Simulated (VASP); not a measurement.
# SnTe: lattice, stiffness and zone-centre modes, part 2 of 2

What lattice, stiffness and vibrations does SnTe have at one level of theory? The starting structure is a measured crystal structure from the Crystallography Open Database. All runs use LDA.

VASP 6.6.1.

So far. Step 3 (Elastic constants): The elastic tensor has C11 = 142.7, C12 = 6.0, C44 = 16.5 GPa; its Hill averages are a bulk modulus of 51.6 and a shear modulus of 30.4 GPa. Step 4 (Modes of the relaxed cell): The zone-centre modes at 30.332 Å³ an atom are T1u 33.7 cm⁻¹.

### Step 5. Modes at 0.97 of that volume

Level of this step: LDA; plane waves and PAW (Te, Sn_d) (VASP).

Shape and positions were first relaxed at this volume, in a run that isn't shown.

INCAR

```
SYSTEM = SnTe
PREC = Accurate
ENCUT = 500
EDIFF = 1E-08
NELM = 100
ISMEAR = 0
SIGMA = 0.03
LREAL = .FALSE.
ALGO = Normal
GGA = CA
NBANDS = 16
LORBIT = 11
LWAVE = .FALSE.
LCHARG = .FALSE.
KPAR = 4
IBRION = 8
LEPSILON = .TRUE.
LPEAD = .TRUE.
ISIF = 2
```

POSCAR

```
SnTe
1.0
    0.0000000000      3.0871403277      3.0871403277
    3.0871403277      0.0000000000      3.0871403277
    3.0871403277      3.0871403277      0.0000000000
Te Sn
1 1
Direct
    0.5000000000      0.5000000000      0.5000000000
    0.0000000000      0.0000000000      0.0000000000
```

KPOINTS

```
Automatic mesh
0
Gamma
12 12 12
0 0 0
```

Potentials, in the order of the species: Te and Sn_d (LDA family, release 64).

On the command line:

```bash
mpirun -np 4 vasp_std
```

Log:

```text
[... set-up lines as in an earlier step ...]
 entering main loop
       N       E                     dE             d eps       ncg     rms          rms(c)
DAV:   1     0.124513665401E+03    0.12451E+03   -0.94772E+03  2336   0.144E+03
DAV:   2     0.183805970967E+01   -0.12268E+03   -0.11984E+03  2472   0.359E+02
DAV:   3    -0.858654014152E+01   -0.10425E+02   -0.10390E+02  2984   0.897E+01
DAV:   4    -0.886217573007E+01   -0.27564E+00   -0.27559E+00  2704   0.159E+01
[...]
DAV:  13    -0.882283514153E+01   -0.10050E-08   -0.36668E-07  3104   0.485E-03    0.562E-03
DAV:  14    -0.882283512876E+01    0.12764E-07   -0.52602E-08  2576   0.110E-03    0.576E-04
DAV:  15    -0.882283512952E+01   -0.76125E-09   -0.40696E-09  1688   0.458E-04
   1 F= -.88228351E+01 E0= -.88228351E+01  d E =-.400153E-13
 Linear response reoptimize wavefunctions to high precision
DAV:   1    -0.882283512914E+01    0.38335E-09   -0.18952E-09  2072   0.529E-04
DAV:   2    -0.882283512919E+01   -0.45475E-10   -0.20618E-10  1592   0.104E-04
 Linear response to external field (no local field effect), progress :
[...]
RMM:  12    -0.485034885730E-01   -0.12151E-08    0.10118E-08  8038   0.666E-06    0.271E-07
 first order change of Fermi-energy  -0.67676E-03
 force on displaced ion       1 direction 1 :  -0.598   0.000   0.000
 Born effective charge ion    1 direction 1 :  -9.354   0.000   0.000
 Linear response progress:
  Degree of freedom:   2/  2
       N       E                     dE             d eps       ncg     rms          rms(c)
RMM:   1    -0.217362741895E+00   -0.21736E+00    0.36144E-01  6317   0.108E+01
RMM:   2    -0.222855268417E+00   -0.54925E-02   -0.11884E-02  9151   0.882E-01    0.875E-02
RMM:   3    -0.222716645455E+00    0.13862E-03   -0.90867E-04 10030   0.242E-01    0.462E-02
RMM:   4    -0.222467447864E+00    0.24920E-03   -0.84404E-05 10044   0.736E-02    0.809E-03
[...]
RMM:  13    -0.222472974132E+00    0.16128E-06    0.10545E-07 10652   0.562E-05    0.920E-06
RMM:  14    -0.222472929830E+00    0.44302E-07    0.39208E-08 11043   0.322E-05    0.316E-05
RMM:  15    -0.222472927471E+00    0.23593E-08    0.24997E-08 10071   0.214E-05    0.109E-05
 first order change of Fermi-energy   0.48637E-03
 force on displaced ion       2 direction 1 :  -0.588   0.000   0.000
 Born effective charge ion    2 direction 1 :   9.412   0.000   0.000
 Born effective charges drift removed
 Linear response finished
```

Run time: 4.4 min. Hardware: 4 MPI ranks of Intel Xeon Platinum 8488C (Sapphire Rapids), shared host; peak memory 2.6 GiB; 16 min of CPU time.

From OUTCAR (step 5):

```text
  Total        0.6182587      0.6182587      0.6182587      0.0000000      0.0000000      0.0000000
  in kB       16.8337832     16.8337832     16.8337832      0.0000000      0.0000000      0.0000000
  external PRESSURE =      16.8337832 kB  Pullay stress =       0.0000000 kB

 POSITION                                       TOTAL-FORCE (eV/Angst)
 -----------------------------------------------------------------------------------
      3.08714      3.08714      3.08714         0.000000      0.000000      0.000000
      0.00000      0.00000      0.00000        -0.000000     -0.000000     -0.000000
 -----------------------------------------------------------------------------------
    total drift:                                0.000000     -0.000000     -0.000000

 MACROSCOPIC STATIC DIELECTRIC TENSOR (including local field effects in DFT)
 ------------------------------------------------------
        1549.810557    -0.000000    -0.000000
          -0.000000  1549.810557    -0.000000
           0.000000     0.000000  1549.810557
 ------------------------------------------------------

 MACROSCOPIC STATIC DIELECTRIC TENSOR IONIC CONTRIBUTION
 ------------------------------------------------------
         285.973522     0.000000     0.000000
           0.000000   285.973522    -0.000000
           0.000000    -0.000000   285.973522
 ------------------------------------------------------

[... 1 part as in an earlier step ...]

[... 1 further part left out ...]
```

The zone-centre modes at 29.422 Å³ an atom are T1u 51.2 cm⁻¹.

### Step 6. Modes at 1.03 of that volume

Shape and positions were first relaxed at this volume, in a run that isn't shown.

INCAR is that of step 5.

POSCAR

```
SnTe
1.0
    0.0000000000      3.1495236065      3.1495236065
    3.1495236065      0.0000000000      3.1495236065
    3.1495236065      3.1495236065      0.0000000000
Te Sn
1 1
Direct
    0.5000000000      0.5000000000      0.5000000000
    0.0000000000      0.0000000000      0.0000000000
```

KPOINTS is that of step 5.

On the command line:

```bash
mpirun -np 4 vasp_std
```

Log:

```text
[... set-up lines as in an earlier step ...]
 entering main loop
       N       E                     dE             d eps       ncg     rms          rms(c)
DAV:   1     0.122668140584E+03    0.12267E+03   -0.94219E+03  2304   0.140E+03
DAV:   2     0.152244696918E+01   -0.12115E+03   -0.11847E+03  2552   0.348E+02
DAV:   3    -0.860175035231E+01   -0.10124E+02   -0.10095E+02  2912   0.887E+01
DAV:   4    -0.887677731764E+01   -0.27503E+00   -0.27498E+00  2800   0.159E+01
[...]
DAV:  13    -0.882501243334E+01    0.22659E-07   -0.95159E-08  3200   0.195E-03    0.758E-03
DAV:  14    -0.882501239057E+01    0.42769E-07   -0.15415E-07  3120   0.424E-03    0.138E-03
DAV:  15    -0.882501239203E+01   -0.14552E-08   -0.15733E-08  2192   0.643E-04
   1 F= -.88250124E+01 E0= -.88250118E+01  d E =-.121084E-05
 Linear response reoptimize wavefunctions to high precision
DAV:   1    -0.882501239171E+01    0.32151E-09   -0.89123E-10  1880   0.193E-04
DAV:   2    -0.882501239173E+01   -0.18190E-10   -0.15206E-10  1568   0.953E-05
 Linear response to external field (no local field effect), progress :
[...]
RMM:  12    -0.490016082986E-01    0.23188E-08    0.11162E-08  6974   0.657E-06    0.579E-07
 first order change of Fermi-energy   0.85074E-04
 force on displaced ion       1 direction 1 :   0.098   0.000   0.000
 Born effective charge ion    1 direction 1 :   7.224   0.000   0.000
 Linear response progress:
  Degree of freedom:   2/  2
       N       E                     dE             d eps       ncg     rms          rms(c)
RMM:   1    -0.217875851742E+00   -0.21788E+00    0.31379E-01  6325   0.106E+01
RMM:   2    -0.223196968468E+00   -0.53211E-02   -0.12090E-02  9142   0.877E-01    0.800E-02
RMM:   3    -0.223065065523E+00    0.13190E-03   -0.95161E-04 10068   0.245E-01    0.420E-02
RMM:   4    -0.222807590482E+00    0.25748E-03   -0.83347E-05 10065   0.730E-02    0.820E-03
[...]
RMM:  13    -0.222804221969E+00    0.14901E-06    0.15314E-07 10562   0.564E-05    0.232E-05
RMM:  14    -0.222804186729E+00    0.35240E-07    0.68660E-08 10973   0.341E-05    0.406E-05
RMM:  15    -0.222804179203E+00    0.75260E-08    0.39245E-08 10637   0.247E-05    0.184E-05
 first order change of Fermi-energy   0.11396E-03
 force on displaced ion       2 direction 1 :   0.066   0.000   0.000
 Born effective charge ion    2 direction 1 :   6.782   0.000   0.000
 Born effective charges drift removed
 Linear response finished
```

Run time: 3.3 min. Hardware: 4 MPI ranks; peak memory 2.7 GiB; 12 min of CPU time.

Parts of OUTCAR (step 6):

```text
  Total       -0.5391588     -0.5391588     -0.5391588      0.0000000      0.0000000     -0.0000000
  in kB      -13.8249208    -13.8249208    -13.8249208      0.0000000      0.0000000     -0.0000000
  external PRESSURE =     -13.8249208 kB  Pullay stress =       0.0000000 kB

 POSITION                                       TOTAL-FORCE (eV/Angst)
 -----------------------------------------------------------------------------------
      3.14952      3.14952      3.14952         0.000000      0.000000      0.000000
      0.00000      0.00000      0.00000        -0.000000     -0.000000     -0.000000
 -----------------------------------------------------------------------------------
    total drift:                                0.000000     -0.000000     -0.000000

 MACROSCOPIC STATIC DIELECTRIC TENSOR (including local field effects in DFT)
 ------------------------------------------------------
           1.000000     0.000000     0.000000
           0.000000     1.000000     0.000000
           0.000000     0.000000     1.000000
 ------------------------------------------------------

 MACROSCOPIC STATIC DIELECTRIC TENSOR IONIC CONTRIBUTION
 ------------------------------------------------------
           1.681958     0.000000     0.000000
           0.000000     1.681958     0.000000
           0.000000     0.000000     1.681958
 ------------------------------------------------------

[... 1 part as in an earlier step ...]

[... 1 further part left out ...]
```

The dielectric tensor of 1.00 in OUTCAR stands for a response that wasn't computed and is no result.

The zone-centre modes at 31.242 Å³ an atom are T1u -19.1 cm⁻¹.

### Step 7. All runs side by side

| run | volume (Å³/atom) | T1u | core minutes |
| --- | --- | --- | --- |
| relaxation | 30.332 | - | 0.28 |
| elastic constants | 30.332 | - | 29.5 |
| modes of the relaxed cell | 30.332 | 33.7 | 12.3 |
| modes at 0.97 of that volume | 29.422 | 51.2 | 17.5 |
| modes at 1.03 of that volume | 31.242 | -19.1 | 13.1 |

Modes are in cm⁻¹, degenerate ones as one, matched by symmetry and order. A number in brackets counts the listed modes of one symmetry from the lowest. The symmetry labels come from an automatic analysis and can be wrong where levels nearly coincide. Core minutes are wall time times ranks of the run shown, on a shared host.

### Step 8. What came out

```json
{
 "relaxed volume": "30.33 Å³/atom",
 "bulk modulus from two volumes": "52.8 GPa",
 "Hill shear modulus": "30.4 GPa",
 "mode T1u": "33.7 cm⁻¹"
}
```

At the LDA level SnTe relaxes to 30.33 Å³ an atom. The bulk modulus is 52.8 GPa from the pressures at two volumes and 51.6 GPa as the Hill average of the elastic tensor, so the two routes agree. Soft modes change by more than one parameter describes: T1u goes from 51.2 to -19.1 cm⁻¹ between the two cells. The elastic run, on an 8×8×8 mesh, has modes that differ by up to 41 cm⁻¹, so soft modes aren't converged and no firm result. Imaginary modes appear in the modes at 1.03 of that volume, given as negative numbers, so the symmetric structure may be unstable at those volumes. The dielectric constants and Born charges in the logs aren't compared here; at a small gap they can be far off, and in a run without a gap they mean nothing. The frequencies are harmonic, and the splitting of polar modes by their long-range field is left out. All values are for a static lattice. Further runs on this material are not shown.

[Lines on the potential files, build, host, timing and source positions are cut from VASP's logs without a mark.]

[Logs are printed without paths, hosts, clocks, repeated set-up lines and the standing remarks that a program may print on its own settings, such as how far it seeks lower states.]

[Hosts, paths, dates, database ids (printed as entryN), source tags and the programs' standing remarks are cut or masked in the printed files.]
